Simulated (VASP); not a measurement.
All values below come from PBEsol GGA, VASP's PBE PAW potentials (set 64) (plane waves; VASP).

The input files of a VASP run:

File KPOINTS:
```
kpoints
0
Gamma
  3 3 6
```

POSCAR:
```
Mg3ZnTe4
1
   -0.0094006814     6.3512766820     6.3670368417
    6.3512766820    -0.0094006814     6.3670368417
    3.1709380003     3.1709380003    -0.0000000000
Zn Te Mg
1 4 3
Direct
  0.0000429907   0.0000429907   0.9999140186
  0.1166646372   0.1166646372   0.2666707256
  0.1210800666   0.6379183830   0.2410015504
  0.6379183830   0.1210800666   0.2410015504
  0.6247410629   0.6247410629   0.2505178742
  0.0007597689   0.4993661547   0.9998740764
  0.4993661547   0.0007597689   0.9998740764
  0.4994269360   0.4994269360   0.0011461279
```

### INCAR
```
SYSTEM  =  Mg3ZnTe4
PREC  =  Accurate; ENCUT  =  400; LREAL  =  F
LASPH  =  T
EDIFF  =  1E-6; NELM  =  100; ALGO  =  Normal
LMAXMIX  =  4
ISMEAR  =  0; SIGMA  =  0.05
GGA  =  PS
IBRION  =  2; NSW  =  60; ISIF  =  3
EDIFFG  =  -0.02
LWAVE  =  F; LCHARG  =  F
```

POTCAR, in this order: Zn Te Mg (PBE.64 set). Program: vasp_std.

Question: What will the output report for the number of irreducible k-points (NKPTS), number of bands (NBANDS), largest plane-wave count, number of space-group operations, FFT grid (NGX, NGY, NGZ)?

Answer: 
The number of irreducible k-points (NKPTS) comes out as 16. The number of bands (NBANDS) is 26 and the largest plane-wave count comes out as 4713. The number of space-group operations is 4 and the FFT grid (NGX, NGY, NGZ) is 60 × 60 × 30.

The structure was generated: Mg3ZnTe4 was put into an ordered model structure (Amm2), which need not be its known phase. This run relaxes it. Symmetry was kept, so distortions that lower it aren't found. The start is the result of an earlier pass.
